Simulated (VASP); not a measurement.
Input:

```
CELL_PARAMETERS angstrom
      0.00000     2.15403     2.15403
      2.15403     0.00000     2.15403
      2.15403     2.15403     0.00000
ATOMIC_POSITIONS crystal
  Ti 0.00000 0.00000 0.00000
  C  0.50000 0.50000 0.50000
```

The numbers are results of vdW-DF-cx, VASP's PBE PAW potentials (set 64) (plane waves; VASP 6.6.1), not measurements. Settings: 520 eV cut-off, 16×16×16 Γ-centred mesh, tetrahedra with Blöchl corrections, potentials Ti_sv C.

Tabulate the total density of states (states/eV per cell) against energy (eV; zero at the valence-band maximum or, without a gap, the Fermi level).

(E (eV), DOS (states/eV)): (-9.98, 1.13); (-9.38, 1.85); (-8.90, 0.02); (-8.30, 0.00); (-7.70, 0.00); (-7.22, 0.00); (-6.62, 0.00); (-6.02, 0.00); (-5.54, 0.18); (-4.94, 0.47); (-4.34, 1.02); (-3.86, 1.19); (-3.26, 0.82); (-2.66, 2.39); (-2.18, 1.87); (-1.58, 1.00); (-0.98, 0.60); (-0.50, 0.37); (0.10, 0.30); (0.70, 0.54); (1.18, 0.74); (1.78, 1.04); (2.38, 1.65); (2.86, 3.06); (3.46, 0.94)
Within 2 eV below the Fermi level the largest weight inside VASP's projection spheres is Ti d, then C p.

The compound is TiC in the rock salt structure. It was relaxed first.
